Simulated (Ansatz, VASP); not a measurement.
## SiSeS (1T-SiSSe monolayer): VASP beside Ansatz

Aim: how closely do two programs agree when they are given the same cell, functional and k mesh? The structure shown is the start of the Ansatz relaxation below; VASP solves that cell, so the two are compared at the walk's first step.

Method: plane waves, with VASP 6.6.1 beside it; single point at LDA, in Ansatz 0.2.0.

## Step 1: Set-up

The cell holds 3 atoms: 1 Se, 1 Si and 1 S. Its edges and angles: a = 3.405 Å, b = 3.405 Å, c = 34.824 Å, α = 90.0°, β = 90.0°, γ = 120.0°. Vacuum lies along c.

## Step 2: Ansatz: relaxation, LDA

Ansatz runs on its default PAW (the set named soft_2) files.

The two programs are compared at the cell with which this relaxation starts, whose forces are those of its first step.

input.yaml

```yaml
crystal:
  lattice:
    - [3.405, 0.0, 0.0]
    - [-1.7025, 2.9488164999, 0.0]
    - [0.0, 0.0, 34.8236433981]
  atoms:
    - { symbol: Se, position: [0.6666666667, 0.3333333333, 0.4723802105] }
    - { symbol: Si, position: [0.0, 0.0, 0.5019353089] }
    - { symbol: S, position: [0.3333333333, 0.6666666667, 0.5276197895] }
  periodic: [true, true, false]
kpoints:
  mp_grid: { grid: [12, 12, 1] }
hamiltonian:
  xc: lda
scf:
  occupations: { method: fermi_dirac, width: 0.05 }
  convergence: { dr2_threshold: 1.0e-09 }
relax:
  f_tol: 0.004
  max_steps: 90
  cell: {}
output:
  write_potential: true
  write_density: true
  volumetric_format: npy
```

On the command line:

```bash
$ ansatz run input.yaml --threads 2 --pin off --max-ram 3072MiB --backend cpu --events-out ev --progress --plain --runs-dir out
```

Numbers of over 12 decimals in the logs are rounded to 6 here.

The program printed:

```text
Warning: relax.cell: scf.convergence.dr2_threshold = 1e-9 eV is looser than the 2.11010125811e-10 eV advised for a relaxation that steers and ends on the stress (1e-10 eV for each atom of the cell: 3, times the square of relax.cell.stress_2d_tol = 0.05 N/m over 11.9 Å (the atoms' height at the walk's start and 5 Å past either face), 4.193e-2 GPa, over a crystal's default 0.05). What an SCF threshold leaves in a stress goes as its square root, and in the free energy as the threshold itself, and one threshold admits the most on a small cell: [figures from the program's tests cut] Set scf.convergence.dr2_threshold to 2.11010125811e-10 eV or tighter. [rest of the remark cut]
Engine: ansatz 0.2.0, x86_64-unknown-linux-gnu
Pseudopotentials: kind: paw
Pseudopotential: Se, paw, valence charge 16, recommended cutoff 420 eV (normal), Se.paw.azcp
Pseudopotential: Si, paw, valence charge 4, recommended cutoff 420 eV (normal), Si.paw.azcp
Pseudopotential: S, paw, valence charge 6, recommended cutoff 420 eV (normal), S.paw.azcp
Functional definition: SPW92
  exchange = slater_x
  correlation = pw_c
Crystal: 3 atoms, lattice volume = 349.654 Å³
Basis set: ecut = 420 eV, 6861 PW (Γ)
Bands: 17, of which v1, the nominal top of the filled ones, is band 13 counted from 1 (12 counted from 0)
Symmetry: 6 space group operations
Space group: P3m1 (ITA 156), of the structure as read, at distance tolerance 7.0e-5 Å
k-points: 19 of 144 (time reversal used)
Non-local potential: Se, projectors of the file, l = 0: 2, l = 1: 2, l = 2: 3, l = 3: 1
Non-local potential: Si, projectors of the file, l = 0: 2, l = 1: 2, l = 2: 2
Non-local potential: S, projectors of the file, l = 0: 2, l = 1: 2, l = 2: 2
PAW form: soft (Blöchl's): semilocal exchange-correlation on the pseudo side does not see the compensation charge
PAW frozen core: Se, regenerated for the run's functional, and the local potential with it (the file was generated under x = pbe(κ = 0.804, μ = 0.219515), c = pbe(β = 0.066725))
PAW frozen core: Si, regenerated for the run's functional, and the local potential with it (the file was generated under x = pbe(κ = 0.804, μ = 0.219515), c = pbe(β = 0.066725))
PAW frozen core: S, regenerated for the run's functional, and the local potential with it (the file was generated under x = pbe(κ = 0.804, μ = 0.219515), c = pbe(β = 0.066725))
PAW one-centre angular grid: Se, 590 points (default); XC on 64 Gauss nodes
PAW one-centre angular grid: Si, 110 points (default); XC on 64 Gauss nodes
PAW one-centre angular grid: S, 110 points (default); XC on 64 Gauss nodes
Initial density: superposition of atomic densities (neutral atoms: chi_scale 0, normalization atom), corrected by the library's trained network
Initial wavefunctions: pseudopotential atomic-orbital guess
Functional: x = slater, c = lda
SCF iter   1: F=—  HF=-6860.638627 eV  |F-HF|=—  |Δ(HF+E_count)|=         —  Δρ=2.65e-3  dr2=3.61e-2  ethr=1.77e-3  ⟨swp⟩=13.8  Hψ=3163  notcnv=0
preconditioner: auto → Resta (q_TF=auto, 1.769 Å⁻¹)  ε∞=1.5  [insulator: Δε(μ)=1.389 eV  Ē_g=11.469 eV  σ=0.050 eV  W_gap=1.00  n_scr=18 (ndim 8)  ℏωp=7.9 eV  f_vac=0.824  D(μ)=0.00/eV (n_scr^D=0)  ε∞_Penn≈1.5  vacuum switching on, ρ_ref=9.5e-3 e/Å³]
SCF iter   2: F=—  HF=-6860.635845 eV  |F-HF|=—  |Δ(HF+E_count)|=   2.78e-3  Δρ=1.45e-3  dr2=2.75e-2  ethr=1.39e-4  ⟨swp⟩=5.1  Hψ=943  notcnv=0
SCF iter   3: F=—  HF=-6860.633009 eV  |F-HF|=—  |Δ(HF+E_count)|=   2.84e-3  Δρ=8.49e-4  dr2=6.53e-3  ethr=1.06e-4  ⟨swp⟩=3.7  Hψ=545  notcnv=0
SCF iter   4: F=—  HF=-6860.632663 eV  |F-HF|=—  |Δ(HF+E_count)|=   3.46e-4  Δρ=4.22e-4  dr2=8.53e-4  ethr=2.51e-5  ⟨swp⟩=2.8  Hψ=514  notcnv=0
SCF iter   5: F=—  HF=-6860.632784 eV  |F-HF|=—  |Δ(HF+E_count)|=   1.22e-4  Δρ=9.93e-5  dr2=3.69e-5  ethr=3.28e-6  ⟨swp⟩=3.5  Hψ=658  notcnv=0
SCF iter   6: F=—  HF=-6860.632804 eV  |F-HF|=—  |Δ(HF+E_count)|=   1.94e-5  Δρ=2.27e-5  dr2=2.05e-6  ethr=1.42e-7  ⟨swp⟩=2.9  Hψ=665  notcnv=0
SCF iter   7: F=—  HF=-6860.632789 eV  |F-HF|=—  |Δ(HF+E_count)|=   1.48e-5  Δρ=7.20e-6  dr2=1.49e-7  ethr=7.88e-9  ⟨swp⟩=3.1  Hψ=709  notcnv=0
SCF iter   8: F=—  HF=-6860.632789 eV  |F-HF|=—  |Δ(HF+E_count)|=   7.71e-8  Δρ=1.70e-6  dr2=7.89e-9  ethr=5.71e-10  ⟨swp⟩=3.6  Hψ=760  notcnv=0
SCF iter   9: F=-6860.632789 eV  HF=-6860.632789 eV  |F-HF|=1.20e-10  |Δ(HF+E_count)|=   1.10e-8  Δρ=4.07e-7  dr2=5.43e-10  ethr=3.85e-12  ⟨swp⟩=14.0  Hψ=2738  notcnv=0
[...]
SCF 7 converged in 6 iterations: F = -6862.783737 eV  dr2 = 3.99e-10
relax step   7: F+E_penalty+E_count = -6862.78373705 eV  Δ(F+E_penalty+E_count) = -5.365e-5 eV  max|allowed force component| = 7.116e-3 eV/Å  Δτ_max = 0.0005 Å  P = -0.022 N/m  Ω = 337.168 Å³  energy of the carried Pulay correction = +4.980e-4 eV  fix = [c, alpha, beta]  reactions: c -0.000 N/m  (6 SCF iters, accepted)
[...]
relax step   8: F+E_penalty+E_count = -6862.78374404 eV  Δ(F+E_penalty+E_count) = -6.983e-6 eV  max|allowed force component| = 8.092e-4 eV/Å  Δτ_max = 0.0002 Å  P = -0.001 N/m  Ω = 337.073 Å³  energy of the carried Pulay correction = +5.019e-4 eV  fix = [c, alpha, beta]  reactions: c -0.000 N/m  (6 SCF iters, accepted)
[...]
relax step   9: F+E_penalty+E_count = -6862.78340641 eV  Δ(F+E_penalty+E_count) = +3.376e-4 eV  max|allowed force component| = 8.155e-4 eV/Å  Δτ_max = 0.0000 Å  P = -0.009 N/m  Ω = 337.073 Å³  fix = [c, alpha, beta]  reactions: c -0.000 N/m  stress off target by 9.37e-3 N/m on what of the cell is left free  SCF on the basis re-selected at this cell (its energy is not comparable with the rows above)  (5 SCF iters)
basis re-selected at this cell: Δ(F+E_penalty+E_count) = +3.376e-4 eV, ΔP = -0.008 N/m vs the last step (what re-selecting the basis moved, of the pressure what is left beyond the Pulay correction that the steps carried, after the strain that the cell walked since its last selection, with what the two solves' SCF thresholds leave and, on support functions, any second-order correction that the steps lacked; it is no m [...]
WARN: The output density's exchange-correlation potential varies sharply where the density is thin. Do not read a vacuum level from v_tot or v_xc, or from such a field of the output density. On a cell that repeats whose density bears no net charge and no dipole along the vacuum's axis use v_es (v_loc + v_h of the components); under efield.dipole_correction with no amplitude use v_es + v_field, which holds any externa [...]
SCF converged after 5 iterations
Free energy (F): -6862.783406 eV
Harris-Foulkes:  -6862.783406 eV  (|F-HF|=6.82e-11)
Internal energy: -6862.783198 eV  (E = F + TS)
E sigma→0 (E₀):  -6862.783302 eV
Entropy (-TS):   -0.000208 eV (-0.069 meV/atom)
Fermi energy:    -5.616958 eV
--- Per-component energies (eV) ---
  E_band       = -720.990381
  E_kinetic    = 272.644490
  E_local      = -48598.446120  (includes V_loc(G=0)·N_el)
  E_nonlocal   = -535.235461
  E_hartree    = 24085.245792
  E_xc         = -256.795598
  E_vxc        = -236.269071  (∫ρ·V_xc dr)
  E_paw        = -2881.340165  (= ΣΔE_a)
  E_vpaw       = 205.825067  (= ΣTr[D̂ρ^β])
  E_aug_tail   = -0.000590  (compensation charges beyond the density's cutoff)
  E_ewald      = 21048.689565
  E_core_change = 2.454891  (= ΣΔE_core)
  E_smearing   = -0.000208  (= −TS)
  E_closure    = 0.000000  (closes the sum)
  Σ components = -6862.783406   (vs F -6862.783406, Δ=0.00e0)
--- Forces (eV/Å), atoms counted from 1 ---
  atom   1  Se     0.00000000     0.00000000     0.00009318
  atom   2  Si     0.00000000     0.00000000    -0.00067387
  atom   3  S      0.00000000    -0.00000000     0.00093294
  max |Σ_I F_I| component: 3.52e-4 eV/Å
--- 2D stress c σ (N/m, compression-positive) ---
       -0.009371      -0.000000       0.000000
       -0.000000      -0.009371      -0.000000
        0.000000      -0.000000      -0.000000
  P = ½ c Tr σ = -0.0094 N/m
--- Band table (eV; the first three rows and the last of 19) ---
  k-point 0: bands = [... 9 lower, -7.1696, -7.1696, -5.9544, -5.9544, -3.1269, -1.9746, -1.3580, -1.3580]
  k-point 1: bands = [... 9 lower, -7.5721, -7.4446, -6.5638, -5.9124, -2.6876, -1.7110, -1.2342, -1.1683]
  k-point 2: bands = [... 9 lower, -7.9879, -7.7408, -7.4538, -5.9853, -2.9795, -1.3947, -0.6459, -0.3593]
  k-point 18: bands = [... 9 lower, -11.0403, -10.7436, -7.5325, -7.3173, -3.6566, -0.2888, -0.1459, 0.9709]
  the weakly bound empty levels are not read free of the cell's end (no_gap_told)
--- Relaxed structure (8 steps of the walk, 8 accepted, 1 SCFs on fresh bases) ---
  F+E_penalty+E_count = -6862.78340641 eV   max|allowed force component| = 8.155e-4 eV/Å   (the final SCF, on the basis selected at the relaxed cell)
  cell:  # Å, volume = 337.0734 Å³
    - [3.343180, -4.575576778880872e-18, 0]
    - [-1.671590, 2.895279, 0]
    - [0, 0, 34.8236433981]
  atoms:
    - { symbol: Se, position: [0.666667, 0.333333, 0.460636] }
    - { symbol: Si, position: [0, 0, 0.502086] }
    - { symbol: S, position: [0.333333, 0.666667, 0.539213] }
```

## Step 3: VASP: single point, LDA, start cell

The same cell, functional (in two slightly different forms), mesh and smearing now go to VASP, with its own data sets.

Lines of VASP's logs that name or quote its potential files are left out, and so is its time.

INCAR

```
SYSTEM = SiSeS
PREC = Accurate
ENCUT = 400
EDIFF = 1E-06
NELM = 120
ISMEAR = -1
SIGMA = 0.05
LREAL = .FALSE.
ALGO = Normal
GGA = CA
NBANDS = 14
LORBIT = 11
LWAVE = .FALSE.
LCHARG = .FALSE.
ISIF = 2
LDIPOL = .TRUE.
IDIPOL = 3
DIPOL = 0.5 0.5 0.501
LVHAR = .TRUE.
LASPH = .TRUE.
GGA_COMPAT = .FALSE.
EFERMI = MIDGAP
NELMDL = -8
```

POSCAR

```
SiSeS
1.0
    3.4050000000      0.0000000000      0.0000000000
   -1.7025000000      2.9488160000      0.0000000000
    0.0000000000      0.0000000000     34.8236430000
Se Si S
1 1 1
Direct
    0.6666667232      0.3333334464      0.4723802159
    0.0000000000      0.0000000000      0.5019353087
    0.3333334464      0.6666668927      0.5276197841
```

KPOINTS

```
Automatic mesh
0
Gamma
12 12 1
0 0 0
```

Potentials, in the order of the species: Se, Si and S (LDA family, release 64).

On the command line:

```bash
$ mpirun -np 1 vasp_std
```

The program printed:

```text
[banner, memory and clock lines left out]
running    1 mpi-ranks, on    1 nodes
 distrk:  each k-point on    1 cores,    1 groups
 distr:  one band on    1 cores,    1 groups

 POSCAR found type information on POSCAR SeSiS
 POSCAR found :  3 types and       3 ions
 LDA part: xc-table for (Slater(with rela. corr.)+CA(PZ))
 , standard interpolation
 POSCAR, INCAR and KPOINTS ok, starting setup
 FFT: planning ... GRIDC
 FFT: planning ... GRID_SOFT
 FFT: planning ... GRID
 WAVECAR not read
 entering main loop
       N       E                     dE             d eps       ncg     rms          rms(c)
DAV:   1     0.128617022939E+03    0.12862E+03   -0.41708E+03   556   0.620E+02
DAV:   2     0.671675305240E+00   -0.12795E+03   -0.11873E+03   918   0.131E+02
DAV:   3    -0.140320667196E+02   -0.14704E+02   -0.14455E+02   712   0.624E+01
DAV:   4    -0.144806790879E+02   -0.44861E+00   -0.44519E+00   766   0.129E+01
DAV:   5    -0.144931319493E+02   -0.12453E-01   -0.12446E-01   718   0.220E+00
DAV:   6    -0.144936571039E+02   -0.52515E-03   -0.52505E-03   812   0.436E-01
DAV:   7    -0.144936656427E+02   -0.85388E-05   -0.85387E-05   740   0.505E-02
DAV:   8    -0.144936661007E+02   -0.45798E-06   -0.45776E-06   760   0.102E-02    0.137E+01
DAV:   9    -0.140704216083E+02    0.42324E+00   -0.44356E-01   700   0.423E+00    0.781E+00
DAV:  10    -0.139750728987E+02    0.95349E-01   -0.46455E-01   724   0.396E+00    0.147E+00
DAV:  11    -0.139683275930E+02    0.67453E-02   -0.38450E-02   688   0.137E+00    0.731E-01
DAV:  12    -0.139668774440E+02    0.14501E-02   -0.53426E-03   712   0.473E-01    0.296E-01
DAV:  13    -0.139667455235E+02    0.13192E-03   -0.22936E-03   682   0.305E-01    0.640E-02
DAV:  14    -0.139668435163E+02   -0.97993E-04   -0.22499E-04   748   0.104E-01    0.662E-02
[...]
DAV:  19    -0.139676133106E+02   -0.48388E-04   -0.33965E-06   744   0.733E-03    0.619E-03
DAV:  20    -0.139676788969E+02   -0.65586E-04   -0.19488E-06   612   0.605E-03    0.356E-03
DAV:  21    -0.139676928669E+02   -0.13970E-04   -0.44486E-07   630   0.269E-03    0.199E-03
DAV:  22    -0.139677101667E+02   -0.17300E-04   -0.16741E-07   560   0.163E-03    0.120E-03
DAV:  23    -0.139677287382E+02   -0.18572E-04   -0.98908E-07   594   0.234E-03    0.111E-03
DAV:  24    -0.139677321393E+02   -0.34010E-05   -0.56084E-08   590   0.808E-04    0.523E-04
DAV:  25    -0.139677351062E+02   -0.29669E-05   -0.59151E-08   542   0.660E-04    0.234E-04
DAV:  26    -0.139677356200E+02   -0.51378E-06   -0.14135E-08   602   0.323E-04
   1 F= -.13967736E+02 E0= -.13967736E+02  d E =-.171952E-06
```

OUTCAR, selected parts (step 3):

```text
ion  position               nearest neighbor table
   1  0.667  0.333  0.472-   2 2.22   2 2.22   2 2.22   3 2.75   3 2.75   3 2.75
   2  0.000  0.000  0.502-   3 2.16   3 2.16   3 2.16   1 2.22   1 2.22   1 2.22
   3  0.333  0.667  0.528-   2 2.16   2 2.16   2 2.16   1 2.75   1 2.75   1 2.75

  LATTYP: Found a hexagonal cell.
 ALAT       =     3.4050000000
 C/A-ratio  =    10.2272079295

 Subroutine GETGRP returns: Found  6 space group operations
 (whereof  6 operations were pure point group operations)

The static configuration has the point symmetry C_3v.

 Found     19 irreducible k-points:

   k-points           NKPTS =     19   k-points in BZ     NKDIM =     19   number of bands    NBANDS=     14

   dimension x,y,z NGX =    24 NGY =   24 NGZ =  240
   dimension x,y,z NGXF=    48 NGYF=   48 NGZF=  480

   ENCUT  =  400.0 eV  29.40 Ry    5.42 a.u.   5.55  5.55 56.79*2*pi/ulx,y,z

   NELECT =      16.0000    total number of electrons

 k-points in reciprocal lattice and weights: Automatic mesh
   0.00000000  0.00000000  0.00000000       0.007
   0.08333333  0.00000000  0.00000000       0.042
   0.16666667  0.00000000  0.00000000       0.042
   0.25000000  0.00000000  0.00000000       0.042
   0.33333333  0.00000000  0.00000000       0.042
   0.41666667  0.00000000  0.00000000       0.042
   0.50000000  0.00000000  0.00000000       0.021
   0.08333333  0.08333333  0.00000000       0.042
   0.16666667  0.08333333  0.00000000       0.083
[...]
0.33333333  0.25000000  0.00000000       0.083
   0.33333333  0.33333333  0.00000000       0.014

 dipolmoment           0.000000      0.000000      0.004798 electrons x Angstroem

 average (electrostatic) potential at core
       1 -68.1116       2 -95.4801       3 -95.9423

 E-fermi :  -3.3177

 k-point     1 :       0.0000    0.0000    0.0000
  band No.  band energies     occupation
    ...
      4      -7.3601      2.00000
      5      -7.3601      2.00000
      6      -6.3717      2.00000
      7      -6.3717      2.00000
      8      -4.5726      2.00000
      9      -1.9575      0.00000
     10      -1.3499      0.00000
     11       0.5315      0.00000
     12       0.5315      0.00000
     13       1.2063      0.00000
    ...

 k-point     2 :       0.0833    0.0000    0.0000
  band No.  band energies     occupation
    ...
      4      -8.2924      2.00000
      5      -7.8543      2.00000
      6      -6.5606      2.00000
      7      -5.9112      2.00000
      8      -4.2382      2.00000
      9      -1.4898      0.00000
     10      -0.8816      0.00000
     11       0.0914      0.00000
     12       0.4811      0.00000
     13       1.3542      0.00000
    ...

 k-point     3 :       0.1667    0.0000    0.0000
  band No.  band energies     occupation
    ...
      4      -8.7337      2.00000
      5      -8.5708      2.00000
      6      -7.1299      2.00000
      7      -5.3566      2.00000
      8      -4.0583      2.00000
      9      -1.2665      0.00000
     10      -0.3838      0.00000
     11       0.6599      0.00000
     12       0.8800      0.00000
     13       1.4236      0.00000
    ...

  Total        9.9507833      9.9507800     10.1854640      0.0000000      0.0000000      0.0000000
  in kB       45.5962221     45.5962066     46.6715695      0.0000000      0.0000000      0.0000000
  external PRESSURE =      45.9546661 kB  Pullay stress =       0.0000000 kB

  energy-cutoff  :      400.00
  volume of cell :      349.65
      direct lattice vectors                 reciprocal lattice vectors
     3.405000000  0.000000000  0.000000000     0.293685756  0.169559579  0.000000000
    -1.702500000  2.948816000  0.000000000     0.000000000  0.339119158  0.000000000
     0.000000000  0.000000000 34.823643000     0.000000000  0.000000000  0.028716123

 POSITION                                       TOTAL-FORCE (eV/Angst)
 -----------------------------------------------------------------------------------
      1.70250      0.98294     16.45000         0.000000      0.000000     -5.790904
      0.00000      0.00000     17.47922        -0.000000      0.000000      1.035505
      0.00000      1.96588     18.37364         0.000000      0.000000      4.755399
 -----------------------------------------------------------------------------------
    total drift:                                0.000000     -0.000465      0.000276

  FREE ENERGIE OF THE ION-ELECTRON SYSTEM (eV)
  ---------------------------------------------------
  free  energy   TOTEN  =       -13.9677356200 eV

  energy  without entropy=      -13.9677354480  energy(sigma->0) =      -13.96773553

 vacuum level on the upper side and lower side of the slab         1.874         1.787

 total charge
# of ion       s       p       d       tot
------------------------------------------
    1        1.474   2.570   0.099   4.143
    2        0.695   0.956   0.000   1.652
    3        1.347   2.506   0.000   3.852
--------------------------------------------------
tot          3.516   6.032   0.099   9.647

[... 3 further parts left out ...]
```

## Step 4: Differences

Known differences besides the potentials themselves: the two LDA forms differ slightly; Ansatz cuts the interaction across the vacuum, VASP repeats the sheet with a dipole correction; the data sets hold 26 valence electrons in Ansatz (on its default PAW (the set named soft_2) files) and 16 in VASP; the cutoff is 420 eV in Ansatz and 400 eV in VASP; VASP's log shows a relativistic correction to its local exchange, Ansatz's none. Total energies have different zeros and are not compared.

Forces (eV/Å; atoms numbered as in POSCAR):

```
atom        Ansatz x, y, z          VASP x, y, z
 Se1  0.000, 0.000, -5.726  0.000, 0.000, -5.791
 Si2   0.000, 0.000, 0.983   0.000, 0.000, 1.036
  S3   0.000, 0.000, 4.742   0.000, 0.000, 4.755
```

The forces differ by 28 meV/Å r.m.s., which is 1.1 % of the r.m.s. force of 2.521 eV/Å (both taken over all components). With vacuum in the cell, a pressure given here is an average over mostly empty space and none of the material.

## Step 5: Outcome

| Item | Value |
| --- | --- |
| r.m.s. force difference (single point, LDA, start cell) | 1.1 % of the r.m.s. force |

In words: The r.m.s. force difference is 1.1 % of the r.m.s. force (single point, LDA, start cell), within the 3 % picked in this series as the mark of a large difference. The data sets hold unlike numbers of valence electrons (26 in Ansatz and 16 in VASP), so part of the differences comes from the potentials. 1 further run of this series is not shown here. How closely two codes agree says nothing of how well the functional describes the real material.

[Lines on the potential files, build, host, timing and source positions are cut from VASP's logs without a mark.]

[Logs are printed without paths, hosts, clocks, repeated set-up lines and the standing remarks that a program may print on its own settings, such as how far it seeks lower states.]

[Hosts, paths, dates, database ids (printed as entryN), source tags and the programs' standing remarks are cut or masked in the printed files.]
